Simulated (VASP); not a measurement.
Ge has the cubic space group Fd-3m, origin choice 1 (No. 227), the diamond structure, Pearson symbol cF8. Conventional cell: a = 5.9635 Å, b = 5.9635 Å, c = 5.9635 Å, α = 90.00°, β = 90.00°, γ = 90.00°. Ge on 8b is coordinated by 4 Ge at 2.582 Å (tetrahedral). (Neighbours: up to the widest gap in distance over summed covalent radii, below 1.35, at either atom.)
(The calculation used a cell of 2 atoms; values per cell refer to that cell.)

These are vdW-DF2, VASP's PBE PAW potentials (set 64) (plane waves; VASP) values and carry that method's errors. Settings: 520 eV cut-off, 11×11×11 Γ-centred mesh, first-order Methfessel-Paxton smearing of 0.10 eV, potentials Ge_d.

Problem. Give the energy at these volumes per atom, relative to the lowest: 24.90, 25.70, 26.49, 27.29, 28.08 Å³.

Solution. 14.0, 3.4, 0.0, 2.9, 11.0 meV/atom. A third-order Birch-Murnaghan fit gives B0 = 41.5 GPa and B0′ = 4.0.

Measured: bulk modulus 77.3 GPa at 0 K (computed value off by -46.3 %), as given by Tanner et al., (2021), arXiv:2110.11888 [low-temperature value with the zero-point effect removed]; a 5.644 Å at 0 K (computed value off by +5.7 %), as given by Daniel Mejia-Rodriguez et al., Physical Review B (2018), arXiv:1807.09216 [static lattice: zero-point anharmonic expansion removed].

The compound is Ge in the diamond structure. It was relaxed first, which changed the volume by +17 %.
